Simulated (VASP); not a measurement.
Calculation: PBE GGA with D4 dispersion, VASP's PBE PAW potentials (set 64) (plane waves; VASP).

VASP ran on this input.

### KPOINTS
```
K-points
0
Gamma
  7 7 7
0 0 0
```

INCAR:
```
SYSTEM  =  Ge
PREC  =  Accurate; ENCUT  =  520; LREAL  =  .FALSE.
LASPH  =  .TRUE.
EDIFF  =  1E-6; NELM  =  100; ALGO  =  Normal
LMAXMIX  =  4
ISMEAR  =  0; SIGMA  =  0.05
GGA  =  PE; IVDW  =  13
IBRION  =  2; NSW  =  60; ISIF  =  3
EDIFFG  =  -0.01
LWAVE  =  .FALSE.; LCHARG  =  .FALSE.
```

**POSCAR**
```
Ge
1.0
  0.0000000000   2.8290000000   2.8290000000
  2.8290000000   0.0000000000   2.8290000000
  2.8290000000   2.8290000000   0.0000000000
Ge
2
Cartesian
  0.0000000000   0.0000000000   0.0000000000
  1.4145000000   1.4145000000   1.4145000000
```

POTCAR, in this order: Ge_d (PBE.64 set). Program: vasp_std.

What will the output report for the number of irreducible k-points (NKPTS), largest plane-wave count, number of space-group operations, FFT grid (NGX, NGY, NGZ)?

| Item | Result |
|---|---|
| number of irreducible k-points (NKPTS) | 20 |
| largest plane-wave count | 1243 |
| number of space-group operations | 48 |
| FFT grid (NGX, NGY, NGZ) | 30 × 30 × 30 |

The compound is Ge in the diamond structure. This run relaxes it. Symmetry was kept, so distortions that lower it aren't found.
